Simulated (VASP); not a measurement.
```yaml
crystal:
  lattice:
    - [0.00000, 2.81600, 2.81600]
    - [2.81600, 0.00000, 2.81600]
    - [2.81600, 2.81600, 0.00000]
  atoms:
    - { symbol: Ag, position: [0.00000, 0.00000, 0.00000] }
    - { symbol: Cl, position: [0.50000, 0.50000, 0.50000] }
```

Method: rev-vdW-DF2, VASP's PBE PAW potentials (set 64) (plane waves; VASP). Run with 520 eV cut-off, 8×8×8 Γ-centred mesh, Gaussian smearing of 0.050 eV, potentials Ag Cl.

### Question
Give the stress tensor in GPa (positive for a compressed cell).

### Answer

```
-2.56   0.00   0.00
 0.00  -2.56   0.00
 0.00   0.00  -2.56
```
The pressure is its mean diagonal, -2.56 GPa.

The compound is AgCl in the rock salt structure. This cell is one point of a volume scan, at 1.06 of the reference volume.
